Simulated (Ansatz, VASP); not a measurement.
# NbRh in two plane-wave programs, part 3 of 3

One calculation is typed for both programs; each brings its own data sets and cutoff. How far apart do they land?  The structure shown is the end of the VASP relaxation below.

VASP 6.6.1 and Ansatz 0.2.0.

So far. Step 4 (Differences): The forces differ by 6.5 meV/Å r.m.s., which is 2.6 % of the r.m.s. force of 0.25 eV/Å (both taken over all components, held atoms included).

### 5. VASP: band structure, PBEsol with D3(BJ) (continued)

Level of this step: PBEsol with D3(BJ); plane waves and PAW (Nb_sv, Rh_pv) (VASP).

Numbers of over 12 decimals in the logs are rounded to 6 here.

Parts of OUTCAR (step 5):

```text
 Edisp (eV)   -6.78098

  Total     -11.25972   -11.12350    -5.08173     0.00000    -0.37416     0.00000
  in kB     -50.76464   -50.15049   -22.91107     0.00000    -1.68688     0.00000
  external pressure =      -41.28 kB  Pullay stress =        0.00 kB

 POSITION                                       TOTAL-FORCE (eV/Angst)
 -----------------------------------------------------------------------------------
      0.00000      0.87506      7.50000         0.000000      0.158308      0.773210
      0.00000      3.93294      9.75500         0.000000     -0.283281     -0.160093
      0.00000      0.87506     12.01000         0.000000      0.187332     -0.109321
      0.00000      3.83463     14.21346         0.000000     -0.004457      0.001738
      0.00000      0.93292     16.43234         0.000000     -0.020381     -0.022970
      0.00000      3.68068     18.75078         0.000000     -0.008101     -0.000094
      1.40650      3.23098      7.50000         0.000000      0.380969      0.332234
      1.40650      1.57702      9.75500         0.000000     -0.799290     -0.528800
      1.40650      3.23098     12.01000         0.000000      0.436935     -0.262588
      1.40650      1.48283     14.26304         0.000000     -0.016707     -0.006381
      1.40650      3.30849     16.55685         0.000000     -0.008377     -0.007890
      1.40650      1.31052     18.61771         0.000000     -0.022949     -0.009045
 -----------------------------------------------------------------------------------
    total drift:                                0.000000     -0.003171      0.000237

  FREE ENERGIE OF THE ION-ELECTRON SYSTEM (eV)
  ---------------------------------------------------
  free  energy   TOTEN  =      -121.8272846693 eV

  energy  without entropy=     -121.8250693846  energy(sigma->0) =     -121.82654624

[... 1 part as in an earlier step ...]

[... 2 further parts left out ...]
[key lines of the parts left out:]
E-fermi :   4.1819
```

### 6. Ansatz: band structure, PBEsol with D3(BJ)

The same cell, functional, mesh and smearing now go to Ansatz, which takes its cutoff from its data sets.

input.yaml

```yaml
crystal:
  lattice:
    - [2.813, 0.0, 0.0]
    - [0.0, 4.808, 0.0]
    - [0.0, 0.0, 26.275]
  atoms:
    - { symbol: Nb, position: [0.0, 0.182, 0.28544244] }
    - { symbol: Nb, position: [0.0, 0.818, 0.37126546] }
    - { symbol: Nb, position: [0.0, 0.182, 0.45708849] }
    - { symbol: Nb, position: [0.0, 0.797551997, 0.5409500148] }
    - { symbol: Nb, position: [0.0, 0.194034045, 0.6253983463] }
    - { symbol: Nb, position: [0.0, 0.765531472, 0.7136356618] }
    - { symbol: Rh, position: [0.5, 0.672, 0.28544244] }
    - { symbol: Rh, position: [0.5, 0.328, 0.37126546] }
    - { symbol: Rh, position: [0.5, 0.672, 0.45708849] }
    - { symbol: Rh, position: [0.5, 0.3084091704, 0.542837104] }
    - { symbol: Rh, position: [0.5, 0.6881229144, 0.6301369755] }
    - { symbol: Rh, position: [0.5, 0.2725705425, 0.7085713658] }
hamiltonian:
  xc: pbesol
  pseudopotentials: { kind: paw }
  dispersion: d3bj
kpoints:
  mp_grid: { grid: [7, 4, 1] }
  band_path:
    path:
      - [0.0, 0.0, 0.0]
      - [0.07692, 0.0, 0.0]
      - [0.15385, 0.0, 0.0]
      - [0.26923, 0.0, 0.0]
      - [0.34615, 0.0, 0.0]
      - [0.42308, 0.0, 0.0]
      - [0.5, 0.0, 0.0]
      - [0.5, 0.07692, 0.0]
      - [0.5, 0.19231, 0.0]
      - [0.5, 0.26923, 0.0]
      - [0.5, 0.34615, 0.0]
      - [0.5, 0.46154, 0.0]
      - [0.5, 0.5, 0.0]
      - [0.42308, 0.5, 0.0]
      - [0.30769, 0.5, 0.0]
      - [0.23077, 0.5, 0.0]
      - [0.11538, 0.5, 0.0]
      - [0.03846, 0.5, 0.0]
      - [0.0, 0.5, 0.0]
      - [0.0, 0.38462, 0.0]
      - [0.0, 0.30769, 0.0]
      - [0.0, 0.23077, 0.0]
      - [0.0, 0.11538, 0.0]
      - [0.0, 0.03846, 0.0]
      - [0.03846, 0.03846, 0.0]
      - [0.11538, 0.11538, 0.0]
      - [0.19231, 0.19231, 0.0]
      - [0.30769, 0.30769, 0.0]
      - [0.38462, 0.38462, 0.0]
      - [0.5, 0.5, 0.0]
    npoints: 1
scf:
  occupations: { method: methfessel_paxton, width: 0.05 }
  n_extra_bands: 12
efield:
  axis: 3
  dipole_correction: true
  ramp_width: 0.04
output:
  forces: true
  eigenvalues: true
```

Command:

```sh
ansatz run input.yaml --threads 4 --pin off --max-ram 9216MiB --backend cpu --events-out ev --progress --plain --runs-dir out
```

The log of the run:

```text
[...]
Crystal: 12 atoms, lattice volume = 355.367 Å³
Basis set: ecut = 420 eV, 6983 PW (Γ), exchange–correlation on 40×72×360 points (8 copies of the dense FFT grid, shifted against one another)
Bands: 102, of which v1, the nominal top of the filled ones, is band 90 counted from 1 (89 counted from 0)
Symmetry: 2 space group operations
[...]
k-point 0: bands = [... 86 lower, 7.8607, 7.9352, 8.0443, 8.3424, 8.6836, 8.8365, 8.9734, 9.2167, ... 8 higher]
  k-point 1: bands = [... 86 lower, 7.6982, 7.8044, 7.9081, 7.9186, 8.0343, 8.1629, 8.2648, 8.5121, ... 8 higher]
  k-point 2: bands = [... 86 lower, 7.4487, 7.4840, 7.5452, 7.6610, 7.7259, 7.7837, 7.8324, 7.9227, ... 8 higher]
  k-point 11: bands = [... 86 lower, 9.1176, 9.2358, 9.5167, 9.6074, 9.7720, 10.0365, 10.1144, 10.1353, ... 8 higher]
[key lines of the parts left out:]
SCF converged after 10 iterations
Free energy (F): -65012.469893 eV
Fermi energy:    8.616323 eV
Dipole field:    D = 0.006416 V/Å  (p = 0.012601 e·Å, saw-weighted, corrected)
Work function:   Φ+ = 4.3948 eV   Φ− = 4.5634 eV
```

Wall time 43 s (4 threads of Arm Neoverse V2, shared host); peak memory 1.4 GiB; 2.7 min of CPU time.

### 7. Differences

Both answers:

```
                                   quantity  Ansatz  VASP  difference
 work function, lower of the two faces (eV)    4.39  4.39       +0.01
work function, higher of the two faces (eV)    4.56  4.55       +0.01
```

Forces on 10 of the 12 atoms, picked by the larger force of the two programs (eV/Å; atoms numbered as in POSCAR):

```
atom         Ansatz x, y, z           VASP x, y, z
 Nb1    0.000, 0.166, 0.782    0.000, 0.158, 0.773
 Nb2  0.000, -0.289, -0.161  0.000, -0.283, -0.160
 Nb3   0.000, 0.194, -0.121   0.000, 0.187, -0.109
 Nb5  0.000, -0.010, -0.021  0.000, -0.020, -0.023
 Nb6  0.000, -0.016, -0.008   0.000, -0.008, 0.000
 Rh7    0.000, 0.373, 0.341    0.000, 0.381, 0.332
 Rh8  0.000, -0.797, -0.521  0.000, -0.799, -0.529
 Rh9   0.000, 0.434, -0.252   0.000, 0.437, -0.263
Rh10  0.000, -0.011, -0.008  0.000, -0.017, -0.006
Rh12  0.000, -0.023, -0.030  0.000, -0.023, -0.009
```

The forces differ by 6.3 meV/Å r.m.s., which is 2.5 % of the r.m.s. force of 0.25 eV/Å (both taken over all components). Levels from 3 eV below to 2 eV above the Fermi level differ by 26 meV r.m.s. and 375 meV at most; each VASP level is matched to the nearest of Ansatz, which flatters the figure a little.

### 8. Outcome

* r.m.s. force difference (single point, PBEsol with D3(BJ)): 2.6 % of the r.m.s. force
* r.m.s. difference of levels near the Fermi level (band structure, PBEsol with D3(BJ)): 26 meV
* r.m.s. force difference (band structure, PBEsol with D3(BJ)): 2.5 % of the r.m.s. force

What this shows: The r.m.s. force difference is 2.6 % of the r.m.s. force (single point, PBEsol with D3(BJ)), within the 3 % picked in this series as the mark of a large difference. How closely two codes agree says nothing of how well the functional describes the real material.

[Lines on the potential files, build, host, timing and source positions are cut from VASP's logs without a mark.]

[Logs are printed without paths, hosts, clocks, repeated set-up lines and the standing remarks that a program may print on its own settings, such as how far it seeks lower states.]

[Hosts, paths, dates, database ids (printed as entryN), source tags and the programs' standing remarks are cut or masked in the printed files.]
